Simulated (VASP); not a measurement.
A run of VASP 6.6.1 is set up as follows.

The input INCAR:

```
SYSTEM = LaSc
PREC     = Accurate       ! precision mode
ENCUT    = 600            ! plane-wave cutoff, eV
EDIFF    = 1E-6           ! SCF threshold, eV
ISMEAR   = -1             ! smearing method
SIGMA    = 0.05           ! smearing width, eV
LREAL    = .FALSE.        ! projectors in reciprocal space
LASPH    = .TRUE.         ! aspherical terms in the spheres
NELM     = 60             ! most SCF steps
ALGO     = Normal         ! electronic algorithm
ISIF     = 3              ! what is computed and relaxed
LWAVE    = .FALSE.        ! write WAVECAR
LCHARG   = .FALSE.        ! write CHGCAR
GGA      = PE             ! functional
IBRION   = 2              ! ionic algorithm
NSW      = 60             ! ionic steps
EDIFFG   = -0.005         ! ionic threshold
```

KPOINTS

```
regular mesh
0
G
  7 7 7
  0 0 0
```

File POSCAR:

```
LaSc
1.0
    3.9480400000      0.0000000000      0.0000000000
    0.0000000000      3.9480400000      0.0000000000
    0.0000000000      0.0000000000      3.9480400000
La Sc
1 1
Direct
    0.0000000000      0.0000000000      0.0000000000
    0.5000000000      0.5000000000      0.5000000000
```

Potentials or basis: VASP PAW PBE potentials, release 54 (La, Sc_sv).

Launch:

```sh
$ cat potpaw_PBE.54/La/POTCAR potpaw_PBE.54/Sc_sv/POTCAR > POTCAR
$ mpirun -np 1 vasp_std > vasp.out
```

(1) What does it give for the relaxed cell?

(2) Predict the relaxed volume.

(3) Predict the space group after relaxing (to 0.05 Å).

(4) Predict the band gap on the k mesh.

Results:

(1) a = 3.949 Å, b = 3.949 Å, c = 3.949 Å, α = 90.00°, β = 90.00°, γ = 90.00°.

(2) 30.80 Å³/atom.

(3) Pm-3m (No. 221).

(4) none (metal or under the smearing width).
